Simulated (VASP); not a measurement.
Given:

```
Tb
1.0
    3.29498     0.00000     0.00000
    0.00000     3.29498     0.00000
    0.00000     0.00000     3.29498
Tb
1
Direct
  0.00000   0.00000   0.00000
```

The numbers are results of PBE GGA, VASP's PBE PAW potentials (set 64) (plane waves; VASP 6.6.1), not measurements. Settings: 400 eV cut-off, 10×10×10 Γ-centred mesh, first-order Methfessel-Paxton smearing of 0.20 eV, potentials Tb_3.

The 4f electrons are frozen in the core of the lanthanide potential, so 4f levels, which can set the real gap, and their magnetism are missing.

**Question.** Give the stress tensor in GPa (positive for a compressed cell).

**Answer.** 
```
-1.01   0.00   0.00
 0.00  -1.01   0.00
 0.00   0.00  -1.01
```
The pressure is its mean diagonal, -1.01 GPa.

The structure was generated: Tb was put into the simple-cubic type (Pm-3m), which need not be its known phase. The cell was not relaxed at this level. The run is one of a series of settings (SIGMA = 0.2 against the base run), some of them coarse on purpose.
